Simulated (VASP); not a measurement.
Wanted: the native input for a VASP 6.6.1 run.

* Task: relaxation of cell and atoms
* Functional: PBE
* Potentials or basis: VASP PAW PBE potentials, release 64 (Re)
* Cutoff: 350 eV
* k mesh: 18 × 18 × 10
* Occupations: gaussian, width 0.1 eV
* Spin: no spin polarisation
* Target pressure: 65 GPa
* Further INCAR settings: ALGO = Fast; EDIFF = 1e-07; IBRION = 2; EDIFFG = -0.002; NSW = 80; ISIF = 3
* Target pressure: 65 GPa

The structure of Re lies in POSCAR:

```
Re                                      
1.0
    2.6552392386     -0.0000000000     -0.0000000000
   -1.3276196193      2.2995046279      0.0000000000
    0.0000000000     -0.0000000000      4.2901258118
  Re            
     2
Direct
     0.3333333300000021    0.6666666699999979    0.2500000000000000
     0.6666666699999979    0.3333333300000021    0.7500000000000000
```

The input as run:

INCAR

```
ALGO     = Fast           # electronic algorithm
EDIFF    = 1E-7           # SCF threshold, eV
EDIFFG   = -0.002         # ionic threshold
ENCUT    = 350            # plane-wave cutoff, eV
GGA      = PE             # functional
IBRION   = 2              # ionic algorithm
ISIF     = 3              # what is computed and relaxed
ISMEAR   = 0              # smearing method
LASPH    = T              # aspherical terms in the spheres
LCHARG   = F              # write CHGCAR
LREAL    = F              # projectors in reciprocal space
LWAVE    = F              # write WAVECAR
NELM     = 80             # most SCF steps
NSW      = 80             # ionic steps
PREC     = Accurate       # precision mode
PSTRESS  = 650.0        
SIGMA    = 0.1            # smearing width, eV
```

KPOINTS

```
k-points
0
Gamma
  18 18 10
```

Potentials or basis: VASP PAW PBE potentials, release 64 (Re).

The run is started by

```bash
$ cat potpaw_PBE.64/Re/POTCAR > POTCAR
$ mpirun -np 1 vasp_std > vasp.out
```

It gave:

The relaxed volume is 13.08 Å³/atom. The relaxed cell is a = 2.654 Å, b = 2.654 Å, c = 4.289 Å, α = 90.00°, β = 90.00°, γ = 120.00°, the space group after relaxing (to 0.05 Å) is P6_3/mmc (No. 194) and the energy change on relaxing (the enthalpy is what falls) is +5.0 meV/atom. The ionic steps are 4 and the pressure after relaxing is 65.0 GPa. The band gap on the k mesh is none (metal or under the smearing width).

Caveat: the cell is relaxed towards a set pressure, so the enthalpy falls and the energy may rise.

It took 34 s on 1 thread of Intel(R) Xeon(R) 6975P-C (Granite Rapids) (shared host), peak memory 0.15 GiB.
